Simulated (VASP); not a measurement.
Computed with PBE GGA with spin-orbit coupling, VASP's PBE PAW potentials (set 64) (plane waves; VASP).

VASP ran on this input.

### INCAR
```
ALGO  =  Normal
EDIFF  =  1E-6
ENCUT  =  300
GGA  =  PE
GGA_COMPAT  =  .FALSE.
ISIF  =  2
ISMEAR  =  0
LASPH  =  .TRUE.
LCHARG  =  .FALSE.
LMAXMIX  =  4
LNONCOLLINEAR  =  .TRUE.
LORBIT  =  11
LREAL  =  .FALSE.
LSORBIT  =  .TRUE.
LWAVE  =  .FALSE.
MAGMOM  =  6*0.0
NELM  =  100
PREC  =  Accurate
SIGMA  =  0.05
SYSTEM  =  InBi
```

KPOINTS:
```
K-points
0
Gamma
  5 5 1
0 0 0
```

POSCAR:
```
InBi
1
    4.8196110000     0.0000000000     0.0000000000
   -2.4098050000     4.1739050000     0.0000000000
    0.0000000000     0.0000000000    14.0000000000
In Bi
1 1
Direct
  0.6620860000   0.3305200000   0.4999210000
  0.3379140000   0.6694800000   0.5000790000
```

POTCAR, in this order: In_d Bi_d (PBE.64 set). Program: vasp_ncl.

### Question
What will the output report for the number of irreducible k-points (NKPTS), largest plane-wave count, number of space-group operations, FFT grid (NGX, NGY, NGZ)?

### Answer

```yaml
number of irreducible k-points (NKPTS): 25
largest_plane_wave_count: 6682
number_of_space_group_operations: 1
FFT grid (NGX, NGY, NGZ): 28 × 28 × 80
```

The cell is a sheet with vacuum, built from a generated structure.
